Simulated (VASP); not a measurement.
All values below come from PBE GGA, VASP's PBE PAW potentials (set 64) (plane waves; VASP).

VASP input:

KPOINTS:
```
Automatic mesh
0
Gamma
1 1 1
0 0 0
```

**POSCAR**
```
Mg32O33
1
    8.4869590160     0.0000000000     0.0000000000
    0.0000000000     8.4869590160    -0.0000000000
   -0.0000000000    -0.0000000000     8.4869590160
Mg O
32 33
Direct
  0.5000000000   0.0000000000   0.0000000000
  0.7500000000   0.2500000000   0.0000000000
  0.7500000000   0.0000000000   0.2500000000
  0.0000000000   0.0000000000   0.0000000000
  0.2500000000   0.2500000000   0.0000000000
  0.5000000000   0.5000000000   0.0000000000
  0.7500000000   0.7500000000   0.0000000000
  0.2500000000   0.0000000000   0.2500000000
  0.5024040000   0.2558400000   0.2516240000
  0.7500000000   0.5000000000   0.2500000000
  0.5000000000   0.0000000000   0.5000000000
  0.7500000000   0.2500000000   0.5000000000
  0.7500000000   0.0000000000   0.7500000000
  0.0000000000   0.5000000000   0.0000000000
  0.2500000000   0.7500000000   0.0000000000
  0.0000000000   0.2500000000   0.2500000000
  0.2495180000   0.5005200000   0.2509090000
  0.5000000000   0.7500000000   0.2500000000
  0.0000000000   0.0000000000   0.5000000000
  0.2443300000   0.2453850000   0.4969760000
  0.4975160000   0.5004730000   0.4954180000
  0.7500000000   0.7500000000   0.5000000000
  0.2500000000   0.0000000000   0.7500000000
  0.5000000000   0.2500000000   0.7500000000
  0.7500000000   0.5000000000   0.7500000000
  0.0000000000   0.7500000000   0.2500000000
  0.0000000000   0.5000000000   0.5000000000
  0.2500000000   0.7500000000   0.5000000000
  0.0000000000   0.2500000000   0.7500000000
  0.2500000000   0.5000000000   0.7500000000
  0.5000000000   0.7500000000   0.7500000000
  0.0000000000   0.7500000000   0.7500000000
  0.7500000000   0.2500000000   0.2500000000
  0.0000000000   0.5000000000   0.2500000000
  0.0000000000   0.2500000000   0.5000000000
  0.2467890000   0.2503550000   0.2522790000
  0.5032440000   0.5005790000   0.2459410000
  0.7500000000   0.7500000000   0.2500000000
  0.0000000000   0.0000000000   0.2500000000
  0.5040430000   0.2512530000   0.4994700000
  0.7500000000   0.5000000000   0.5000000000
  0.0000000000   0.7500000000   0.5000000000
  0.7500000000   0.2500000000   0.7500000000
  0.0000000000   0.5000000000   0.7500000000
  0.0000000000   0.2500000000   0.0000000000
  0.2500000000   0.7500000000   0.2500000000
  0.5000000000   0.0000000000   0.2500000000
  0.2507990000   0.5001270000   0.5000800000
  0.5000000000   0.7500000000   0.5000000000
  0.7500000000   0.0000000000   0.5000000000
  0.2500000000   0.2500000000   0.7500000000
  0.5000000000   0.5000000000   0.7500000000
  0.7500000000   0.7500000000   0.7500000000
  0.0000000000   0.0000000000   0.7500000000
  0.5000000000   0.2500000000   0.0000000000
  0.7500000000   0.5000000000   0.0000000000
  0.0000000000   0.7500000000   0.0000000000
  0.2500000000   0.0000000000   0.5000000000
  0.2500000000   0.7500000000   0.7500000000
  0.5000000000   0.0000000000   0.7500000000
  0.2500000000   0.5000000000   0.0000000000
  0.5000000000   0.7500000000   0.0000000000
  0.7500000000   0.0000000000   0.0000000000
  0.2500000000   0.0000000000   0.0000000000
  0.3724140000   0.3728580000   0.3781630000
```

### INCAR
```
SYSTEM = Mg32O33
PREC = Normal
ENCUT = 400
EDIFF = 1E-5
NELM = 100
ALGO = Fast
LREAL = Auto
LASPH = .TRUE.
ISMEAR = 0
SIGMA = 0.05
GGA = PE
LWAVE = .TRUE.
LCHARG = .FALSE.
NELMIN = 4
ISYM = 0
IBRION = 2
ISIF = 2
NSW = 60
EDIFFG = -0.03
```

POTCAR, in this order: Mg O (PBE.64 set). Program: vasp_gam.

The resulting files:

**OSZICAR**
```
...
       N       E                     dE             d eps       ncg     rms          rms(c)
DAV:   1    -0.383748576009E+03   -0.74641E-05   -0.54105E-02   368   0.557E-01    0.534E-02
RMM:   2    -0.383748663815E+03   -0.87806E-04   -0.10479E-03   328   0.711E-02    0.275E-02
RMM:   3    -0.383748663115E+03    0.70022E-06   -0.64144E-05   221   0.182E-02    0.139E-02
RMM:   4    -0.383748662399E+03    0.71574E-06   -0.12211E-05   202   0.730E-03
  27 F= -.38374866E+03 E0= -.38374866E+03  d E =-.208731E-01
       N       E                     dE             d eps       ncg     rms          rms(c)
DAV:   1    -0.383746279301E+03    0.23838E-02   -0.11664E+01   336   0.834E+00    0.734E-01
RMM:   2    -0.383765262843E+03   -0.18984E-01   -0.22097E-01   328   0.107E+00    0.354E-01
RMM:   3    -0.383765301089E+03   -0.38246E-04   -0.14410E-02   328   0.277E-01    0.187E-01
RMM:   4    -0.383765243228E+03    0.57860E-04   -0.38240E-03   330   0.122E-01    0.361E-02
RMM:   5    -0.383765253148E+03   -0.99197E-05   -0.28742E-04   318   0.374E-02    0.146E-02
RMM:   6    -0.383765259554E+03   -0.64058E-05   -0.54933E-05   248   0.142E-02
  28 F= -.38376526E+03 E0= -.38376526E+03  d E =-.165972E-01
       N       E                     dE             d eps       ncg     rms          rms(c)
DAV:   1    -0.383765231882E+03    0.21266E-04   -0.12664E-01   368   0.867E-01    0.769E-02
RMM:   2    -0.383765436164E+03   -0.20428E-03   -0.24056E-03   328   0.112E-01    0.373E-02
RMM:   3    -0.383765436531E+03   -0.36706E-06   -0.16146E-04   304   0.292E-02    0.195E-02
RMM:   4    -0.383765435832E+03    0.69876E-06   -0.41551E-05   217   0.126E-02
  29 F= -.38376544E+03 E0= -.38376544E+03  d E =-.167734E-01
       N       E                     dE             d eps       ncg     rms          rms(c)
DAV:   1    -0.383769851646E+03   -0.44151E-02   -0.16303E+00   336   0.321E+00    0.274E-01
RMM:   2    -0.383772453329E+03   -0.26017E-02   -0.32022E-02   328   0.427E-01    0.140E-01
RMM:   3    -0.383772342793E+03    0.11054E-03   -0.20421E-03   328   0.110E-01    0.772E-02
RMM:   4    -0.383772279948E+03    0.62845E-04   -0.69824E-04   329   0.545E-02    0.169E-02
RMM:   5    -0.383772280410E+03   -0.46171E-06   -0.81890E-05   269   0.177E-02
  30 F= -.38377228E+03 E0= -.38377228E+03  d E =-.684458E-02
       N       E                     dE             d eps       ncg     rms          rms(c)
DAV:   1    -0.383772503463E+03   -0.22351E-03   -0.37726E-01   344   0.154E+00    0.131E-01
RMM:   2    -0.383773108497E+03   -0.60503E-03   -0.74065E-03   328   0.205E-01    0.674E-02
RMM:   3    -0.383773085381E+03    0.23116E-04   -0.47667E-04   328   0.529E-02    0.374E-02
RMM:   4    -0.383773070506E+03    0.14875E-04   -0.15752E-04   302   0.262E-02    0.823E-03
RMM:   5    -0.383773071130E+03   -0.62440E-06   -0.24829E-05   205   0.870E-03
  31 F= -.38377307E+03 E0= -.38377307E+03  d E =-.763530E-02
       N       E                     dE             d eps       ncg     rms          rms(c)
DAV:   1    -0.383771836238E+03    0.12343E-02   -0.21947E+00   328   0.335E+00    0.351E-01
RMM:   2    -0.383775559861E+03   -0.37236E-02   -0.44485E-02   328   0.439E-01    0.180E-01
RMM:   3    -0.383775615876E+03   -0.56015E-04   -0.29279E-03   328   0.115E-01    0.886E-02
RMM:   4    -0.383775621189E+03   -0.53138E-05   -0.53078E-04   327   0.452E-02    0.196E-02
RMM:   5    -0.383775625168E+03   -0.39782E-05   -0.70470E-05   228   0.151E-02
  32 F= -.38377563E+03 E0= -.38377563E+03  d E =-.255404E-02
       N       E                     dE             d eps       ncg     rms          rms(c)
DAV:   1    -0.383775710988E+03   -0.89798E-04   -0.12995E-01   336   0.820E-01    0.852E-02
RMM:   2    -0.383775930150E+03   -0.21916E-03   -0.26045E-03   328   0.106E-01    0.444E-02
RMM:   3    -0.383775929901E+03    0.24964E-06   -0.16428E-04   273   0.277E-02    0.214E-02
RMM:   4    -0.383775929433E+03    0.46702E-06   -0.30190E-05   209   0.108E-02
  33 F= -.38377593E+03 E0= -.38377593E+03  d E =-.285830E-02
       N       E                     dE             d eps       ncg     rms          rms(c)
DAV:   1    -0.383777373826E+03   -0.14439E-02   -0.10479E+00   328   0.248E+00    0.240E-01
RMM:   2    -0.383778866642E+03   -0.14928E-02   -0.19150E-02   328   0.321E-01    0.118E-01
RMM:   3    -0.383778838474E+03    0.28168E-04   -0.12468E-03   328   0.832E-02    0.619E-02
RMM:   4    -0.383778826102E+03    0.12372E-04   -0.37330E-04   326   0.388E-02    0.113E-02
RMM:   5    -0.383778826965E+03   -0.86333E-06   -0.28567E-05   223   0.118E-02
  34 F= -.38377883E+03 E0= -.38377883E+03  d E =-.289753E-02
       N       E                     dE             d eps       ncg     rms          rms(c)
DAV:   1    -0.383778830662E+03   -0.45595E-05   -0.26313E-01   336   0.124E+00    0.120E-01
RMM:   2    -0.383779209525E+03   -0.37886E-03   -0.48302E-03   328   0.161E-01    0.594E-02
RMM:   3    -0.383779204236E+03    0.52895E-05   -0.31916E-04   328   0.420E-02    0.312E-02
RMM:   4    -0.383779201468E+03    0.27675E-05   -0.92976E-05   288   0.196E-02
  35 F= -.38377920E+03 E0= -.38377920E+03  d E =-.327203E-02
       N       E                     dE             d eps       ncg     rms          rms(c)
DAV:   1    -0.383779544101E+03   -0.33987E-03   -0.16346E-01   336   0.993E-01    0.102E-01
RMM:   2    -0.383779805781E+03   -0.26168E-03   -0.33246E-03   328   0.132E-01    0.578E-02
RMM:   3    -0.383779795324E+03    0.10457E-04   -0.21061E-04   325   0.348E-02    0.288E-02
RMM:   4    -0.383779793589E+03    0.17348E-05   -0.48542E-05   238   0.157E-02
  36 F= -.38377979E+03 E0= -.38377979E+03  d E =-.592121E-03
       N       E                     dE             d eps       ncg     rms          rms(c)
DAV:   1    -0.383779794762E+03    0.56131E-06   -0.74431E-04   344   0.667E-02    0.815E-03
RMM:   2    -0.383779796518E+03   -0.17558E-05   -0.19952E-05   196   0.104E-02    0.543E-03
RMM:   3    -0.383779796428E+03    0.90127E-07   -0.12253E-06   128   0.273E-03    0.289E-03
RMM:   4    -0.383779796415E+03    0.12958E-07   -0.56286E-07   101   0.205E-03
  37 F= -.38377980E+03 E0= -.38377980E+03  d E =-.594947E-03
       N       E                     dE             d eps       ncg     rms          rms(c)
DAV:   1    -0.383779979048E+03   -0.18262E-03   -0.11834E-01   336   0.895E-01    0.827E-02
RMM:   2    -0.383780158248E+03   -0.17920E-03   -0.23301E-03   328   0.117E-01    0.444E-02
RMM:   3    -0.383780153163E+03    0.50852E-05   -0.13910E-04   319   0.302E-02    0.239E-02
RMM:   4    -0.383780151422E+03    0.17407E-05   -0.33450E-05   217   0.135E-02
  38 F= -.38378015E+03 E0= -.38378015E+03  d E =-.355007E-03
       N       E                     dE             d eps       ncg     rms          rms(c)
DAV:   1    -0.383780152496E+03    0.66675E-06   -0.84132E-04   352   0.750E-02    0.776E-03
RMM:   2    -0.383780154291E+03   -0.17947E-05   -0.19725E-05   191   0.109E-02    0.471E-03
RMM:   3    -0.383780154339E+03   -0.48651E-07   -0.11468E-06   135   0.278E-03    0.265E-03
RMM:   4    -0.383780154391E+03   -0.51827E-07   -0.34663E-07    80   0.177E-03
  39 F= -.38378015E+03 E0= -.38378015E+03  d E =-.357976E-03
       N       E                     dE             d eps       ncg     rms          rms(c)
DAV:   1    -0.383780291533E+03   -0.13719E-03   -0.25342E-02   336   0.442E-01    0.341E-02
RMM:   2    -0.383780326334E+03   -0.34801E-04   -0.46000E-04   328   0.569E-02    0.173E-02
RMM:   3    -0.383780324837E+03    0.14967E-05   -0.27620E-05   212   0.144E-02    0.985E-03
RMM:   4    -0.383780323992E+03    0.84554E-06   -0.80457E-06   199   0.663E-03
  40 F= -.38378032E+03 E0= -.38378032E+03  d E =-.169601E-03
```

OUTCAR:
```
------------------------ aborting loop because EDIFF is reached ----------------------------------------
  FORCE on cell =-STRESS in cart. coord.  units (eV):
  Direction    XX          YY          ZZ          XY          YZ          ZX
  --------------------------------------------------------------------------------------
  Total       -4.1229001     -4.1369012     -4.1311705     -3.4229840      3.4250150     -3.4353727
  in kB      -10.8058038    -10.8424997    -10.8274799     -8.9713776      8.9767007     -9.0038475
  external PRESSURE =     -10.8252611 kB  Pullay stress =       0.0000000 kB
  volume of cell :      611.30
      direct lattice vectors                 reciprocal lattice vectors
     8.486959016  0.000000000  0.000000000     0.117827834  0.000000000  0.000000000
     0.000000000  8.486959016  0.000000000     0.000000000  0.117827834  0.000000000
     0.000000000  0.000000000  8.486959016     0.000000000  0.000000000  0.117827834
  FREE ENERGIE OF THE ION-ELECTRON SYSTEM (eV)
  ---------------------------------------------------
  free  energy   TOTEN  =      -383.7803239916 eV

  energy  without entropy=     -383.7803239916  energy(sigma->0) =     -383.78032399

 reached required accuracy - stopping structural energy minimisation
```
(Selected blocks of OUTCAR.)

**CONTCAR**
```
Mg32O33
   1.00000000000000
     8.4869590160000001    0.0000000000000000    0.0000000000000000
     0.0000000000000000    8.4869590160000001    0.0000000000000000
     0.0000000000000000    0.0000000000000000    8.4869590160000001
  Mg              O
    32    33
Direct
     0.5029809783465400    0.9974793712856417    0.9974093453982981
     0.7523774505645359    0.2470164786277381    0.9975127448952911
     0.7524613458334617    0.9974798108922583    0.2469968318012216
     0.0012381354736220    0.9982988262413588    0.9982905927405639
     0.2526018903699739    0.2441917355441096    0.9968870865757949
     0.5058125864870210    0.4973558907629452    0.9969304131313080
     0.7515467068113241    0.7488009037473730    0.9984580342510937
     0.2526477942119210    0.9970676834436609    0.2440991822461535
     0.5031383465824331    0.2469081385665558    0.2467276654527686
     0.7528533481169442    0.4972573449900855    0.2441720049206211
     0.5058200278198028    0.9971386606789376    0.4972656877564894
     0.7528087097980883    0.2442557713105181    0.4972487344938007
     0.7514773295215339    0.9985568202596418    0.7488079490541337
     0.9977696348253802    0.4985296485697530    0.9991377886142857
     0.2512571410445193    0.7520388570444297    0.9991819763568873
     0.0042707945576224    0.2472255536490403    0.2471629748748560
     0.2531885829163364    0.4967431586287216    0.2316600061751390
     0.5027517533557992    0.7458146640838528    0.2472781201519775
     0.9978139941206362    0.9992357235734738    0.4985207093678207
     0.2531419445222647    0.2319829297023759    0.4966794059754686
     0.5180422068057724    0.4968574088922313    0.4967324632588206
     0.7507175498978333    0.7520581257494870    0.4987070987068130
     0.2512558229049267    0.9993511031991712    0.7519054613095938
     0.5026560438854976    0.2474430979931742    0.7457731211407220
     0.7506755673403911    0.4987174752238346    0.7519619298334760
     0.0011894300577034    0.7487635611785151    0.2504427154092904
     0.9853475478856174    0.4993587779123406    0.4993498277094228
     0.2505706805555156    0.7647398191907736    0.4993986441785903
     0.0010131416392361    0.2503861087351981    0.7487991573530611
     0.2504157746074729    0.4995528309081995    0.7645414321043452
     0.4995391619555181    0.7490225043386852    0.7488684702243328
     0.0007503036231825    0.7492248114402593    0.7490451749898048
     0.7543049373067030    0.2471284925242281    0.2470975828542484
     0.0032126317707181    0.4979844006239249    0.2493594874115535
     0.0031664808317811    0.2494409111290190    0.4979579586688235
     0.2530029413930851    0.2395357076173771    0.2393550346121414
     0.5105005503496564    0.4969449604414808    0.2393864075226550
     0.7518991183209651    0.7478016292689746    0.2482804718410123
     0.0021984451256963    0.9980027354243360    0.2482001889159195
     0.5104497674377340    0.2396349311508424    0.4968549784236619
     0.7517453949057343    0.4980455129280255    0.4980237515331183
     0.9929374866393241    0.7568784386964837    0.4991084836885076
     0.7517647385615104    0.2483313161134078    0.7478088918953761
     0.9929251532824104    0.4991292347708134    0.7567373858011611
     0.0021552969212620    0.2482141174558679    0.9979876923694458
     0.2519032972720946    0.7469085454744490    0.2494002893341335
     0.5029750997351431    0.9956095395262659    0.2470849778035712
     0.2026466870012475    0.5473796304121484    0.5471178575197829
     0.5005139421633339    0.7470156392736639    0.4980789065472307
     0.7517670349462857    0.9981829573417957    0.4979245913901666
     0.2518064988794345    0.2495665461401777    0.7467803498257677
     0.5004176887752620    0.4981796051355422    0.7468283589843384
     0.7494156400383146    0.7489866384580514    0.7489067387785865
     0.0010191688086556    0.0006040197343524    0.7488448318595867
     0.5028685116801397    0.2472193609374428    0.9954867987067917
     0.7517922078592805    0.4979452120545295    0.9980688730846646
     0.0010651863728923    0.7488781489941947    0.0004841751088880
     0.2519081346764418    0.9982778706272998    0.4979562004131222
     0.2507373253598040    0.7569439688647130    0.7567549091314894
     0.5017112372710915    0.9982283692320360    0.7478220274762181
     0.2517878752917453    0.4981370280290672    0.9980561481688933
     0.5017664371554532    0.7478829105686658    0.9980196821604164
     0.7520083981887077    0.9979114548196663    0.9978971868303589
     0.2519643445743055    0.9981088091127641    0.9980256758916006
     0.3005876146653609    0.4494977607540495    0.4492103549945252
```

File OUTCAR:
```
 val. band max:        3.3138132501   @ k =   0.0000   0.0000   0.0000

 cond. band min:       7.7422242285   @ k =   0.0000   0.0000   0.0000


 Fermi energy:         3.6005070477

 k-point     1 :       0.0000    0.0000    0.0000
  band No.  band energies     occupation
      1     -18.0911      2.00000
      2     -14.0190      2.00000
      3     -13.4598      2.00000
      4     -13.4594      2.00000
      5     -13.2996      2.00000
      6     -13.2992      2.00000
      7     -13.2851      2.00000
      8     -13.2688      2.00000
      9     -13.0761      2.00000
     10     -13.0757      2.00000
     11     -12.9339      2.00000
     12     -12.8786      2.00000
     13     -12.8783      2.00000
     14     -12.8754      2.00000
     15     -12.8632      2.00000
     16     -12.8388      2.00000
     17     -12.8386      2.00000
     18     -12.8180      2.00000
     19     -12.7945      2.00000
     20     -12.7942      2.00000
     21     -12.7789      2.00000
     22     -12.7699      2.00000
     23     -12.7696      2.00000
     24     -12.6696      2.00000
     25     -12.5486      2.00000
     26     -12.5484      2.00000
     27     -12.5327      2.00000
     28     -12.5044      2.00000
     29     -12.4822      2.00000
     30     -12.4820      2.00000
     31     -12.4199      2.00000
     32     -12.4194      2.00000
     33     -11.2327      2.00000
     34      -2.9215      2.00000
     35      -2.1828      2.00000
     36      -2.1817      2.00000
     37      -1.3693      2.00000
     38      -1.3549      2.00000
     39      -1.2176      2.00000
     40      -1.2175      2.00000
     41      -0.8182      2.00000
     42      -0.7956      2.00000
     43      -0.7955      2.00000
     44      -0.4425      2.00000
     45      -0.3797      2.00000
     46      -0.3794      2.00000
     47      -0.3737      2.00000
     48      -0.3735      2.00000
     49      -0.2826      2.00000
     50      -0.2821      2.00000
     51      -0.2239      2.00000
...
```

At this cut-off the stress carries a Pulay error, which pulls relaxed volumes low. The supercell is sampled at Γ alone, which is coarse: total energies, pressure and levels can be off, energies of defects by several tenths of an eV.

The cell is a supercell with a defect, built from MgO (rock salt): O_i. The run is not spin-polarised, so no state with unpaired spins was tried.
